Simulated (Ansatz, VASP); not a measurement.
# Two plane-wave programs on BeN

```
CELL_PARAMETERS angstrom
1.44982 0.83705 3.91169
-1.44982 0.83705 3.91169
0.00000 -1.67410 3.91169
ATOMIC_POSITIONS crystal
Be 0.74086 0.74086 0.74086
Be 0.25914 0.25914 0.25914
N 0.56899 0.56899 0.56899
N 0.43101 0.43101 0.43101
```

Change from the starting cell: species swapped into the YCl type (R-3m, No. 166).

Alike in both runs: functional PBE; k mesh 18 × 18 × 18; occupations gaussian, width 0.1 eV; no spin polarisation.

Ansatz relaxed the structure, and its values are those at the end. VASP's run is a single point on that final structure, the one shown.

```csv
,VASP,Ansatz
version,VASP 6.6.1,Ansatz 0.2.0
potentials or method,"VASP PAW PBE potentials, release 64 (Be, N)","scalar-relativistic, plane waves, PAW"
plane-wave cutoff (eV),520,420
valence electrons in the cell,14,14
```

```csv
,VASP,Ansatz,Ansatz less VASP
gap on the k mesh at the Fermi level (eV),none,none,-
pressure (GPa),0.2,0.0,-0.17
rms of the force components (eV/Å),0.005,0.001,-0.0043
```

A gap of «none» marks a metal or a gap that the smearing closes. With one functional, cell and mesh, what is left measures potentials, basis and numerics.
